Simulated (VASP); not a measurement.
Calculation: optB86b-vdW, VASP's PBE PAW potentials (set 64) (plane waves; VASP).

Input for VASP

File POSCAR:
```
CoAl
1
    2.8356150534    -0.0000000000     0.0000000000
   -0.0000000000     2.8356150534     0.0000000000
   -0.0000000000    -0.0000000000     2.8356150534
Al Co
1 1
Direct
  0.5000000000   0.5000000000   0.5000000000
  0.0000000000   0.0000000000   0.0000000000
```

INCAR:
```
SYSTEM = CoAl
PREC = Accurate
ENCUT = 520
EDIFF = 1E-6
NELM = 100
ALGO = Normal
LREAL = .FALSE.
LASPH = .TRUE.
ISMEAR = 1
SIGMA = 0.1
GGA = MK
PARAM1 = 0.1234
PARAM2 = 1.0
LUSE_VDW = .TRUE.
AGGAC = 0.0
LMAXMIX = 4
LWAVE = .FALSE.
LCHARG = .FALSE.
IBRION = 2
ISIF = 3
NSW = 60
EDIFFG = -0.01
```

### KPOINTS
```
Automatic mesh
0
Gamma
12 12 12
0 0 0
```

POTCAR, in this order: Al Co (PBE.64 set). Program: vasp_std.

The run wrote:

OUTCAR:
```
 ion  position               nearest neighbor table
   1  0.500  0.500  0.500-   2 2.46   2 2.46   2 2.46   2 2.46   2 2.46   2 2.46   2 2.46   2 2.46
  LATTYP: Found a simple cubic cell.
 ALAT       =     2.8356150534
 Subroutine PRICEL returns:
 Original cell was already a primitive cell.
 Subroutine GETGRP returns: Found 48 space group operations
The static configuration has the point symmetry O_h .
The dynamic configuration has the point symmetry O_h .
 Subroutine INISYM returns: Found 48 space group operations
 Subroutine IBZKPT returns following result:
 Found     84 irreducible k-points:

 Following reciprocal coordinates:
            Coordinates               Weight
  0.000000  0.000000  0.000000      1.000000
  0.083333  0.000000  0.000000      6.000000
  0.166667  0.000000  0.000000      6.000000
  0.250000  0.000000  0.000000      6.000000
  0.333333  0.000000  0.000000      6.000000
  0.416667  0.000000  0.000000      6.000000
  0.500000  0.000000  0.000000      3.000000
  0.083333  0.083333  0.000000     12.000000
  0.166667  0.083333  0.000000     24.000000
  0.250000  0.083333  0.000000     24.000000
...
```

File OSZICAR:
```
       N       E                     dE             d eps       ncg     rms          rms(c)
DAV:   1     0.407164833900E+02    0.40716E+02   -0.55264E+03  1688   0.128E+03
DAV:   2    -0.868702873377E+01   -0.49404E+02   -0.46939E+02  1694   0.194E+02
DAV:   3    -0.994521872744E+01   -0.12582E+01   -0.12484E+01  1978   0.404E+01
DAV:   4    -0.996933528354E+01   -0.24117E-01   -0.24100E-01  2026   0.499E+00
DAV:   5    -0.997012651387E+01   -0.79123E-03   -0.79119E-03  1936   0.920E-01    0.123E+01
DAV:   6    -0.124126988010E+02   -0.24426E+01   -0.65720E+01  1908   0.122E+02    0.164E+01
DAV:   7    -0.842629440107E+01    0.39864E+01   -0.29312E+01  1842   0.780E+01    0.181E+00
DAV:   8    -0.841863528426E+01    0.76591E-02   -0.19524E-01  1770   0.400E+00    0.113E+00
DAV:   9    -0.840612137381E+01    0.12514E-01   -0.39808E-02  2044   0.295E+00    0.267E-01
DAV:  10    -0.840573014639E+01    0.39123E-03   -0.13615E-03  2268   0.512E-01    0.112E-01
DAV:  11    -0.840572846365E+01    0.16827E-05   -0.31642E-05  2354   0.672E-02    0.240E-02
DAV:  12    -0.840572435937E+01    0.41043E-05   -0.22451E-05  1964   0.681E-02    0.671E-03
DAV:  13    -0.840572442099E+01   -0.61623E-07   -0.25709E-07   898   0.499E-03
   1 F= -.84057244E+01 E0= -.84056695E+01  d E =-.840572E+01
```

**OUTCAR**
```
------------------------ aborting loop because EDIFF is reached ----------------------------------------
  FORCE on cell =-STRESS in cart. coord.  units (eV):
  Direction    XX          YY          ZZ          XY          YZ          ZX
  --------------------------------------------------------------------------------------
  Total        0.0011589      0.0011589      0.0011589     -0.0000000     -0.0000000      0.0000000
  in kB        0.0814329      0.0814329      0.0814329     -0.0000000     -0.0000000      0.0000000
  external PRESSURE =       0.0814329 kB  Pullay stress =       0.0000000 kB
  volume of cell :       22.80
      direct lattice vectors                 reciprocal lattice vectors
     2.835615053  0.000000000  0.000000000     0.352657177  0.000000000  0.000000000
     0.000000000  2.835615053  0.000000000     0.000000000  0.352657177  0.000000000
     0.000000000  0.000000000  2.835615053     0.000000000  0.000000000  0.352657177
 POSITION                                       TOTAL-FORCE (eV/Angst)
 -----------------------------------------------------------------------------------
      1.41781      1.41781      1.41781         0.000000      0.000000      0.000000
      0.00000      0.00000      0.00000         0.000000      0.000000      0.000000
 -----------------------------------------------------------------------------------
    total drift:                                0.000000      0.000000      0.000000
  FREE ENERGIE OF THE ION-ELECTRON SYSTEM (eV)
  ---------------------------------------------------
  free  energy   TOTEN  =        -8.4057244210 eV

  energy  without entropy=       -8.4055596520  energy(sigma->0) =       -8.40566950

 reached required accuracy - stopping structural energy minimisation
```
(Selected blocks of OUTCAR.)

The compound is CoAl in the CsCl type structure. It was relaxed first. The start is the result of an earlier pass. The run is not spin-polarised, so no magnetic state was tried.
